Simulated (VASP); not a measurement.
Level of theory: r2SCAN meta-GGA, VASP's PBE PAW potentials (set 64) (plane waves; VASP).

A VASP calculation is set up with these files.

KPOINTS:
```
Regular mesh
0
Gamma
14 14 14
```

INCAR:
```
! general
SYSTEM =LiH
PREC   =Accurate
ENCUT  =520
LREAL  =.FALSE.   ! projection in real space or not
LASPH  =.TRUE.
NBANDS =18

! electronic loop
EDIFF  =1E-7
NELM   =100
ALGO   =Normal
LMIXTAU=.TRUE.

! smearing
ISMEAR =0   ! Gaussian
SIGMA  =0.01   ! width (eV)

! functional
METAGGA=R2SCAN

! output
LWAVE  =.FALSE.
LCHARG =.FALSE.
NEDOS  =1001

! other
LOPTICS=.TRUE.
LPEAD  =.TRUE.
CSHIFT =0.1
```

POSCAR:
```
LiH
1
    0.0000000000     1.9970481038     1.9970481038
    1.9970481038     0.0000000000     1.9970481038
    1.9970481038     1.9970481038     0.0000000000
Li H
1 1
Direct
  0.0000000000   0.0000000000   0.0000000000
  0.5000000000   0.5000000000   0.5000000000
```

POTCAR, in this order: Li_sv H (PBE.64 set). Program: vasp_std.

Output of the run:

**OUTCAR**
```
 ion  position               nearest neighbor table
   1  0.000  0.000  0.000-
   2  0.500  0.500  0.500-
  LATTYP: Found a face centered cubic cell.
 ALAT       =     3.9940962076
 Subroutine PRICEL returns:
 Original cell was already a primitive cell.
 Subroutine GETGRP returns: Found 48 space group operations
The static configuration has the point symmetry O_h .
The dynamic configuration has the point symmetry O_h .
 Subroutine INISYM returns: Found 48 space group operations
 Subroutine IBZKPT returns following result:
 Found    104 irreducible k-points:

 Following reciprocal coordinates:
            Coordinates               Weight
  0.000000  0.000000  0.000000      1.000000
  0.071429  0.000000  0.000000      8.000000
  0.142857  0.000000  0.000000      8.000000
  0.214286  0.000000  0.000000      8.000000
  0.285714  0.000000  0.000000      8.000000
  0.357143  0.000000  0.000000      8.000000
  0.428571  0.000000  0.000000      8.000000
  0.500000  0.000000  0.000000      4.000000
  0.071429  0.071429  0.000000      6.000000
  0.142857  0.071429  0.000000     24.000000
  0.214286  0.071429  0.000000     24.000000
  0.285714  0.071429  0.000000     24.000000
  0.357143  0.071429  0.000000     24.000000
  0.428571  0.071429  0.000000     24.000000
  0.500000  0.071429  0.000000     24.000000
 -0.428571  0.071429  0.000000     24.000000
 -0.357143  0.071429  0.000000     24.000000
 -0.285714  0.071429  0.000000     24.000000
 -0.214286  0.071429  0.000000     24.000000
 -0.142857  0.071429  0.000000     24.000000
 -0.071429  0.071429  0.000000     12.000000
  0.142857  0.142857  0.000000      6.000000
  0.214286  0.142857  0.000000     24.000000
  0.285714  0.142857  0.000000     24.000000
  0.357143  0.142857  0.000000     24.000000
  0.428571  0.142857  0.000000     24.000000
  0.500000  0.142857  0.000000     24.000000
 -0.428571  0.142857  0.000000     24.000000
 -0.357143  0.142857  0.000000     24.000000
 -0.285714  0.142857  0.000000     24.000000
 -0.214286  0.142857  0.000000     24.000000
 -0.142857  0.142857  0.000000     12.000000
  0.214286  0.214286  0.000000      6.000000
  0.285714  0.214286  0.000000     24.000000
  0.357143  0.214286  0.000000     24.000000
  0.428571  0.214286  0.000000     24.000000
  0.500000  0.214286  0.000000     24.000000
 -0.428571  0.214286  0.000000     24.000000
 -0.357143  0.214286  0.000000     24.000000
 -0.285714  0.214286  0.000000     24.000000
 Subroutine IBZKPT_HF returns following result:
   k-points           NKPTS =    104   k-points in BZ     NKDIM =    104   number of bands    NBANDS=     18
   number of dos      NEDOS =   1001   number of ions     NIONS =      2
   total plane-waves  NPLWV =  13824
   dimension x,y,z NGX =    24 NGY =   24 NGZ =   24
   dimension x,y,z NGXF=    48 NGYF=   48 NGZF=   48
   ions per type =               1   1
   PREC   = accura    normal or accurate (medium, high low for compatibility)
   ISTART =      0    job   : 0-new  1-cont  2-samecut
   ICHARG =      2    charge: 1-file 2-atom 10-const
   ISPIN  =      1    spin polarized calculation?
   LNONCOLLINEAR =      F non collinear calculations
   LSORBIT =      F    spin-orbit coupling
   INIWAV =      1    electr: 0-lowe 1-rand  2-diag
   ENCUT  =  520.0 eV  38.22 Ry    6.18 a.u.   5.25  5.25  5.25*2*pi/ulx,y,z
   NELM   =    100;   NELMIN=  2; NELMDL= -5     # of ELM steps
   EDIFF  = 0.1E-06   stopping-criterion for ELM
   LREAL  =      F    real-space projection
   NLSPLINE    = F    spline interpolate recip. space projectors
...
```

### OSZICAR
```
       N       E                     dE             d eps       ncg     rms          rms(c)
DAV:   1     0.320996073457E+01    0.32100E+01   -0.13553E+03  3752   0.212E+02
DAV:   2    -0.723631648692E+01   -0.10446E+02   -0.10296E+02  5186   0.549E+01
DAV:   3    -0.741175838961E+01   -0.17544E+00   -0.17522E+00  4504   0.598E+00
DAV:   4    -0.741201465850E+01   -0.25627E-03   -0.25625E-03  4744   0.238E-01
DAV:   5    -0.741201513612E+01   -0.47761E-06   -0.47762E-06  4552   0.994E-03    0.274E+00
DAV:   6    -0.687092551386E+01    0.54109E+00   -0.12805E-01  4766   0.124E+00    0.183E+00
DAV:   7    -0.714895976087E+01   -0.27803E+00   -0.81806E-01  4192   0.164E+00    0.106E+00
DAV:   8    -0.666541657169E+01    0.48354E+00   -0.19456E-01  3872   0.139E+00    0.243E-01
DAV:   9    -0.679319159323E+01   -0.12778E+00   -0.56315E-02  3790   0.119E+00    0.102E-01
DAV:  10    -0.681625873624E+01   -0.23067E-01   -0.24055E-02  3752   0.522E-01    0.116E-01
DAV:  11    -0.681762584292E+01   -0.13671E-02   -0.86474E-04  4732   0.125E-01    0.506E-02
DAV:  12    -0.681722854535E+01    0.39730E-03   -0.12791E-04  4244   0.608E-02    0.258E-02
DAV:  13    -0.681756585230E+01   -0.33731E-03   -0.20038E-04  3916   0.604E-02    0.145E-03
DAV:  14    -0.681758261233E+01   -0.16760E-04   -0.12986E-05  4408   0.171E-02    0.164E-03
DAV:  15    -0.681758286976E+01   -0.25743E-06   -0.12249E-06  4240   0.364E-03    0.457E-04
DAV:  16    -0.681758355335E+01   -0.68359E-06   -0.84909E-08  4774   0.159E-03    0.505E-04
DAV:  17    -0.681758397497E+01   -0.42162E-06   -0.83096E-08  4124   0.125E-03    0.245E-04
DAV:  18    -0.681758415311E+01   -0.17814E-06   -0.35904E-09  3482   0.281E-04    0.110E-04
DAV:  19    -0.681758411660E+01    0.36505E-07   -0.31445E-09  2370   0.259E-04
   1 F= -.68175841E+01 E0= -.68175841E+01  d E =-.280466E-23
 imaginary and real dielectric function
```

OUTCAR:
```
------------------------ aborting loop because EDIFF is reached ----------------------------------------
  FORCE on cell =-STRESS in cart. coord.  units (eV):
  Direction    XX          YY          ZZ          XY          YZ          ZX
  --------------------------------------------------------------------------------------
  Total       -0.0187361     -0.0187361     -0.0187361      0.0000000      0.0000000     -0.0000000
  in kB       -1.8844964     -1.8844964     -1.8844964      0.0000000      0.0000000     -0.0000000
  external PRESSURE =      -1.8844964 kB  Pullay stress =       0.0000000 kB
  volume of cell :       15.93
      direct lattice vectors                 reciprocal lattice vectors
     0.000000000  1.997048104  1.997048104    -0.250369532  0.250369532  0.250369532
     1.997048104  0.000000000  1.997048104     0.250369532 -0.250369532  0.250369532
     1.997048104  1.997048104  0.000000000     0.250369532  0.250369532 -0.250369532
  FREE ENERGIE OF THE ION-ELECTRON SYSTEM (eV)
  ---------------------------------------------------
  free  energy   TOTEN  =        -6.8175841166 eV

  energy  without entropy=       -6.8175841166  energy(sigma->0) =       -6.81758412

 plasma frequency squared (from intraband transitions) (eV^2)
  --------------------------------------------------------------------------------------
       0.000       0.000       0.000
       0.000       0.000       0.000
       0.000       0.000       0.000

 plasma frequency squared (from interband transitions, int dw w eps(2)(w)) (eV^2)
  --------------------------------------------------------------------------------------
     268.957       0.000      -0.000      -0.000       0.000      -0.000
      -0.000       0.000     268.957       0.000      -0.000      -0.000
       0.000       0.000      -0.000       0.000     268.957       0.000
```
(Selected blocks of OUTCAR.)

**OUTCAR**
```
 val. band max:       -0.1370988800   @ k =   0.5000   0.5000   0.0000

 cond. band min:       3.4392777946   @ k =   0.5000   0.5000   0.0000


 Fermi energy:        -0.0721106761

 k-point     1 :       0.0000    0.0000    0.0000
  band No.  band energies     occupation
      1     -45.8593      2.00000
      2      -5.6242      2.00000
      3      17.6487      0.00000
      4      19.3792      0.00000
      5      19.3792      0.00000
      6      19.3798      0.00000
      7      23.8228      0.00000
      8      23.8228      0.00000
      9      23.8230      0.00000
     10      25.7136      0.00000
     11      30.4090      0.00000
     12      30.4090      0.00000
     13      30.4095      0.00000
     14      32.4458      0.00000
     15      32.4458      0.00000
     16      47.9208      0.00000
     17      67.9330      0.00000
     18      67.9331      0.00000

 k-point     2 :       0.0714    0.0000    0.0000
  band No.  band energies     occupation
      1     -45.8571      2.00000
      2      -5.5317      2.00000
      3      16.6835      0.00000
      4      18.7595      0.00000
      5      19.1192      0.00000
      6      19.1197      0.00000
      7      23.5096      0.00000
      8      24.3598      0.00000
      9      24.3600      0.00000
     10      27.8233      0.00000
     11      28.6374      0.00000
     12      28.6377      0.00000
     13      30.9320      0.00000
     14      34.5330      0.00000
     15      34.5332      0.00000
     16      47.7166      0.00000
     17      64.5173      0.00000
     18      64.9337      0.00000

 k-point     3 :       0.1429    0.0000    0.0000
  band No.  band energies     occupation
      1     -45.8507      2.00000
      2      -5.2577      2.00000
      3      14.3580      0.00000
      4      17.7857      0.00000
      5      18.6066      0.00000
      6      18.6071      0.00000
      7      23.9378      0.00000
      8      25.4976      0.00000
      9      25.4980      0.00000
...
```

The compound is LiH in the rock salt structure. It was relaxed first, which changed the volume by -6 %.
